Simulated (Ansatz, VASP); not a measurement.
Two plane-wave programs on AlSb2Br2

```
Al Sb Br
1.0
     4.08969    0.00000    0.00000
    -2.04485    3.54178    0.00000
     0.00000    0.00000   12.81771
Al Sb Br
1 2 2
Direct
  0.00000 0.00000 0.00000
  0.33333 0.66667 0.56416
  0.66667 0.33333 0.43584
  0.33333 0.66667 0.11262
  0.66667 0.33333 0.88738
```

Alike in both runs: functional PBE; k mesh 6 × 6 × 2; occupations gaussian, width 0.1 eV; no spin polarisation.

Ansatz relaxed the structure, and its values are those at the end. VASP's run is a single point on that final structure, the one shown.

```csv
,VASP,Ansatz
version,VASP 6.6.1,Ansatz 0.2.0
potentials or method,"VASP PAW PBE potentials, release 64 (Al, Sb, Br)","scalar-relativistic, plane waves, PAW"
plane-wave cutoff (eV),520,420
valence electrons in the cell,27,47
```

VASP gave:

- gap on the k mesh at the Fermi level (eV): none
- pressure (GPa): 0.0
- rms of the force components (eV/Å): 0.028

**Question.** Which values does Ansatz return?

**Answer.** gap on the k mesh at the Fermi level (eV): none; pressure (GPa): 0.0; rms of the force components (eV/Å): 0.006.

A gap of «none» marks a metal or a gap that the smearing closes. The functional is the same, so the differences come from potentials, cutoffs and numerics. The two sets of potentials don't hold the same shells in valence.

Caveats: this functional lacks dispersion, which binds the layers, so the pressure and a relaxed spacing across them are unreliable; an odd number of electrons without spin polarisation forces a metal; a magnetic or distorted state may lie lower. Spin-orbit coupling is left out, which matters for the levels of Sb.
